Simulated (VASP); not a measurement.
An input for Ansatz (written as the equivalent of a VASP run, and not itself run):

Ansatz 0.2 input:
```yaml
crystal:
  lattice:
    - [0.0000000, 2.6545948, 2.6545948]
    - [2.6545948, 0.0000000, 2.6545948]
    - [2.6545948, 2.6545948, 0.0000000]
  atoms:
    - { symbol: Li, position: [1.0000000, 0.0000000, 0.0000000] }
    - { symbol: Br, position: [0.5000000, 0.5000000, 0.5000000] }
kpoints:
  mp_grid: { grid: [8, 8, 8] }
hamiltonian:
  xc: lda
  pseudopotentials: { kind: paw }
scf:
  occupations: { method: gaussian, width: 0.05 }
  max_iter: 100
relax:
  max_steps: 60
  f_tol: 0.01
  cell: {}
output: { forces: true, stress: true, eigenvalues: true }
```

Write the VASP files for the same calculation (LDA).

Several could match; the one computed here: 
File KPOINTS:
```
Automatic mesh
0
Gamma
8 8 8
0 0 0
```

**POSCAR**
```
LiBr
1.0
  0.0000000000   2.6545948016   2.6545948016
  2.6545948016   0.0000000000   2.6545948016
  2.6545948016   2.6545948016   0.0000000000
Li Br
1 1
Cartesian
  0.0000000000   2.6545948016   2.6545948016
  2.6545948016   2.6545948016   2.6545948016
```

INCAR:
```
# general
SYSTEM  = LiBr
PREC    = Accurate
ENCUT   = 520
LREAL   = .FALSE.
LASPH   = .TRUE.

# electronic loop
EDIFF   = 1E-6
NELM    = 100
ALGO    = Normal
LMAXMIX = 4

# smearing
ISMEAR  = 0
SIGMA   = 0.05

# ions
IBRION  = 2
NSW     = 60
ISIF    = 3
EDIFFG  = -0.01

# output
LWAVE   = .FALSE.
LCHARG  = .FALSE.
```

POTCAR, in this order: Li_sv Br (LDA.64 set). Program: vasp_std.

Limits of the translation: each code has its own PAW files, so the cut-off isn't converted (ENCUT is set for VASP's; basis.ecutwfc is left out, and Ansatz then takes the one that its files recommend); Ansatz stops its SCF on the density residual and VASP on the energy change (EDIFF); Ansatz's lda is the Perdew-Wang form, while the LDA potentials of VASP carry Perdew-Zunger's.

The compound is LiBr in the rock salt structure. It was relaxed first, which changed the volume by -10 %. The start is the result of an earlier pass.
